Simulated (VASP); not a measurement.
Output of a VASP run:

File OSZICAR:
```
       N       E                     dE             d eps       ncg     rms          rms(c)
DAV:   1     0.672971428133E+02    0.67297E+02   -0.84486E+03  1664   0.131E+03
DAV:   2    -0.433861883634E+01   -0.71636E+02   -0.70519E+02  1692   0.409E+02
DAV:   3    -0.884000117171E+01   -0.45014E+01   -0.42351E+01  2709   0.627E+01
DAV:   4    -0.895660189030E+01   -0.11660E+00   -0.11507E+00  2655   0.846E+00
DAV:   5    -0.895803302095E+01   -0.14311E-02   -0.14308E-02  2426   0.824E-01    0.232E+01
DAV:   6    -0.895389354487E+01    0.41395E-02   -0.36918E-02  2608   0.224E+00    0.138E+01
DAV:   7    -0.896860871232E+01   -0.14715E-01   -0.66817E-02  2489   0.297E+00    0.396E-01
DAV:   8    -0.896831177017E+01    0.29694E-03   -0.42336E-03  2157   0.594E-01    0.625E-02
DAV:   9    -0.896833775394E+01   -0.25984E-04   -0.27180E-04  2720   0.174E-01    0.319E-02
DAV:  10    -0.896833131756E+01    0.64364E-05   -0.33162E-05  2362   0.531E-02    0.477E-02
DAV:  11    -0.896833260206E+01   -0.12845E-05   -0.42180E-06  1869   0.198E-02    0.298E-03
DAV:  12    -0.896833284745E+01   -0.24538E-06   -0.29747E-07  1042   0.662E-03
   1 F= -.89683328E+01 E0= -.89691939E+01  d E =-.896833E+01
       N       E                     dE             d eps       ncg     rms          rms(c)
DAV:   1    -0.897149803546E+01   -0.31654E-02   -0.10030E-01  1769   0.250E+00    0.238E-01
DAV:   2    -0.897015569651E+01    0.13423E-02   -0.36581E-03  2520   0.795E-01    0.145E-01
DAV:   3    -0.896940166987E+01    0.75403E-03   -0.83721E-04  2497   0.283E-01    0.678E-02
DAV:   4    -0.896940951166E+01   -0.78418E-05   -0.14030E-04  2342   0.954E-02    0.307E-02
DAV:   5    -0.896940849677E+01    0.10149E-05   -0.38749E-06  1695   0.218E-02    0.370E-03
DAV:   6    -0.896940838378E+01    0.11299E-06   -0.83545E-07  1175   0.948E-03
   2 F= -.89694084E+01 E0= -.89701838E+01  d E =-.107554E-02
       N       E                     dE             d eps       ncg     rms          rms(c)
DAV:   1    -0.897073183943E+01   -0.13233E-02   -0.52871E-02  1769   0.182E+00    0.172E-01
DAV:   2    -0.897003253006E+01    0.69931E-03   -0.19189E-03  2475   0.577E-01    0.104E-01
DAV:   3    -0.896963906384E+01    0.39347E-03   -0.44669E-04  2555   0.206E-01    0.482E-02
DAV:   4    -0.896964325626E+01   -0.41924E-05   -0.70560E-05  2288   0.676E-02    0.213E-02
DAV:   5    -0.896964271352E+01    0.54274E-06   -0.20774E-06  1222   0.171E-02
   3 F= -.89696427E+01 E0= -.89703878E+01  d E =-.130987E-02
```

**OUTCAR**
```
------------------------ aborting loop because EDIFF is reached ----------------------------------------
  FORCE on cell =-STRESS in cart. coord.  units (eV):
  Direction    XX          YY          ZZ          XY          YZ          ZX
  --------------------------------------------------------------------------------------
  Total       -0.0103421     -0.0103421     -0.0161241      0.0000000      0.0000000     -0.0000000
  in kB       -0.2751813     -0.2751813     -0.4290276      0.0000000      0.0000000     -0.0000000
  external PRESSURE =      -0.3264634 kB  Pullay stress =       0.0000000 kB
  volume of cell :       60.21
      direct lattice vectors                 reciprocal lattice vectors
     1.777393664 -3.078536202 -0.000000000     0.281310781 -0.162414851 -0.000000000
     1.777393664  3.078536202  0.000000000     0.281310781  0.162414851  0.000000000
     0.000000000 -0.000000000  5.502271368     0.000000000 -0.000000000  0.181743126
 POSITION                                       TOTAL-FORCE (eV/Angst)
 -----------------------------------------------------------------------------------
      1.77739      1.02618      1.37557        -0.000000     -0.000000      0.000000
      1.77739     -1.02618      4.12670         0.000000      0.000000      0.000000
 -----------------------------------------------------------------------------------
    total drift:                               -0.000001      0.000070     -0.000012
  FREE ENERGIE OF THE ION-ELECTRON SYSTEM (eV)
  ---------------------------------------------------
  free  energy   TOTEN  =        -8.9696427135 eV

  energy  without entropy=       -8.9718778874  energy(sigma->0) =       -8.97038777

 reached required accuracy - stopping structural energy minimisation
```
(Selected blocks of OUTCAR.)

### POSCAR
```
Tm
1
    1.7700000000    -3.0657300000     0.0000000000
    1.7700000000     3.0657300000     0.0000000000
    0.0000000000     0.0000000000     5.5500000000
Tm
2
Direct
  0.3333330000   0.6666670000   0.2500000000
  0.6666670000   0.3333330000   0.7500000000
```

Task: Reconstruct the remaining input files.

Result: One answer among several that fit: the input of the run itself, PW91 GGA, plane waves, VASP's PBE PAW potentials (set 64).

### INCAR
```
SYSTEM = Tm
PREC = Accurate; ENCUT = 520; LREAL = .False.
LASPH = .True.
EDIFF = 1E-6; NELM = 100; ALGO = Normal
LMAXMIX = 6
ISMEAR = 1; SIGMA = 0.1
GGA = 91
IBRION = 2; NSW = 60; ISIF = 3
EDIFFG = -0.01
LWAVE = .False.; LCHARG = .False.
```

File KPOINTS:
```
Automatic mesh
0
gamma
 11 11 6
```

POTCAR, in this order: Tm_3 (PBE.64 set). Program: vasp_std.

The 4f electrons are frozen in the core of the lanthanide potential, so 4f levels, which can set the real gap, and their magnetism are missing.

The compound is Tm in the hcp structure. This run relaxes it. Symmetry was kept, so distortions that lower it aren't found.
